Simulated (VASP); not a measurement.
Calculation: PBEsol GGA, VASP's PBE PAW potentials (set 64) (plane waves; VASP).

The input files of a VASP run:

### KPOINTS
```
Automatic mesh
0
Gamma
10 10 10
0 0 0
```

**INCAR**
```
# general
SYSTEM  = Bi
PREC    = Accurate
ENCUT   = 480
LREAL   = .FALSE.
LASPH   = .TRUE.

# electronic loop
EDIFF   = 1E-7
NELM    = 100
ALGO    = Normal
LMAXMIX = 4

# smearing
ISMEAR  = 1
SIGMA   = 0.1

# functional
GGA     = PS

# ions
ISIF    = 2

# output
LWAVE   = .FALSE.
LCHARG  = .FALSE.
```

### POSCAR
```
Bi
1
    4.0941311410    -2.2616652923    -0.0157056033
    4.0941311410     2.2616652923    -0.0157056033
    2.8590103799     0.0000000000     3.7018030766
Bi
2
Direct
  0.2808475733   0.1924171585   0.2366323659
  0.7633676341   0.7633676341   0.7633676341
```

POTCAR, in this order: Bi_d (PBE.64 set). Program: vasp_std.

The resulting files:

**OSZICAR**
```
       N       E                     dE             d eps       ncg     rms          rms(c)
DAV:   1     0.288286995700E+03    0.28829E+03   -0.16045E+04 19171   0.182E+03
DAV:   2     0.147256624687E+02   -0.27356E+03   -0.26934E+03 19236   0.448E+02
DAV:   3    -0.777003645121E+01   -0.22496E+02   -0.22146E+02 22154   0.152E+02
DAV:   4    -0.854808193521E+01   -0.77805E+00   -0.77640E+00 21385   0.311E+01
DAV:   5    -0.858813919406E+01   -0.40057E-01   -0.40055E-01 25681   0.630E+00    0.108E+00
DAV:   6    -0.857636491125E+01    0.11774E-01   -0.23284E-02 23297   0.183E+00    0.626E-01
DAV:   7    -0.857152172734E+01    0.48432E-02   -0.15097E-02 23428   0.159E+00    0.118E-01
DAV:   8    -0.857149465932E+01    0.27068E-04   -0.18064E-03 20640   0.568E-01    0.187E-02
DAV:   9    -0.857149844571E+01   -0.37864E-05   -0.95278E-05 25632   0.110E-01    0.977E-03
DAV:  10    -0.857149745207E+01    0.99364E-06   -0.66828E-06 23830   0.263E-02    0.187E-03
DAV:  11    -0.857149764914E+01   -0.19707E-06   -0.69305E-07 19942   0.817E-03    0.749E-04
DAV:  12    -0.857149760253E+01    0.46611E-07   -0.79506E-08 11275   0.390E-03
   1 F= -.85714976E+01 E0= -.85715283E+01  d E =0.920788E-04
```

OUTCAR:
```
------------------------ aborting loop because EDIFF is reached ----------------------------------------
  FORCE on cell =-STRESS in cart. coord.  units (eV):
  Direction    XX          YY          ZZ          XY          YZ          ZX
  --------------------------------------------------------------------------------------
  Total        0.0141569      0.5291934      0.2291502      0.7764113      0.7729534      0.1314552
  in kB        0.3298845     12.3312409      5.3396482     18.0919016     18.0113256      3.0631639
  external PRESSURE =       6.0002579 kB  Pullay stress =       0.0000000 kB
  volume of cell :       68.76
      direct lattice vectors                 reciprocal lattice vectors
     4.094131141 -2.261665292 -0.015705603     0.121765274 -0.221076037 -0.094042869
     4.094131141  2.261665292 -0.015705603     0.121765274  0.221076037 -0.094042869
     2.859010380  0.000000000  3.701803077     0.001033225  0.000000000  0.269340637
 POSITION                                       TOTAL-FORCE (eV/Angst)
 -----------------------------------------------------------------------------------
      2.61414     -0.20000      0.86853         0.202668      0.405577      0.195203
      8.43313      0.00000      2.80186        -0.202668     -0.405577     -0.195203
 -----------------------------------------------------------------------------------
    total drift:                               -0.000008     -0.000043     -0.000001
  FREE ENERGIE OF THE ION-ELECTRON SYSTEM (eV)
  ---------------------------------------------------
  free  energy   TOTEN  =        -8.5714976025 eV

  energy  without entropy=       -8.5715896814  energy(sigma->0) =       -8.57152830
```
(Selected blocks of OUTCAR.)

**OUTCAR**
```
 val. band max:        6.4337325777   @ k =   0.1000  -0.0000   0.2000

 cond. band min:       6.4530917398   @ k =  -0.2000  -0.4000   0.3000


 Fermi energy:         6.4369777766

 k-point     1 :       0.0000    0.0000    0.0000
  band No.  band energies     occupation
      1     -16.5052      2.00000
      2     -16.4355      2.00000
      3     -16.3122      2.00000
      4     -16.3087      2.00000
      5     -16.2815      2.00000
      6     -16.1147      2.00000
      7     -16.0924      2.00000
      8     -16.0845      2.00000
      9     -15.9867      2.00000
     10     -15.9364      2.00000
     11      -6.8273      2.00000
     12      -0.9467      2.00000
     13       4.8472      2.00000
     14       5.0739      2.00000
     15       5.3750      2.00000
     16       9.0098      0.00000
     17       9.1438      0.00000
     18       9.7771      0.00000
     19      11.9062      0.00000

 k-point     2 :       0.1000   -0.0000    0.0000
  band No.  band energies     occupation
      1     -16.4960      2.00000
      2     -16.4270      2.00000
      3     -16.3064      2.00000
      4     -16.3030      2.00000
      5     -16.2778      2.00000
      6     -16.1179      2.00000
      7     -16.0966      2.00000
      8     -16.0909      2.00000
      9     -15.9955      2.00000
     10     -15.9468      2.00000
     11      -6.7299      2.00000
     12      -1.1884      2.00000
     13       4.8513      2.00000
     14       5.1297      2.00000
     15       5.3755      2.00000
     16       8.7557      0.00000
     17       8.9677      0.00000
     18       9.3228      0.00000
     19      11.5376      0.00000

 k-point     3 :      -0.0000    0.1000    0.0000
  band No.  band energies     occupation
      1     -16.4974      2.00000
      2     -16.4265      2.00000
      3     -16.3087      2.00000
      4     -16.3040      2.00000
      5     -16.2769      2.00000
      6     -16.1187      2.00000
      7     -16.0967      2.00000
...
```

Unless said otherwise, spin-orbit coupling is left out, though it shifts the bands of the heavy elements here.

The compound is Bi in the a7 structure. This cell was strained or had an atom moved on purpose.
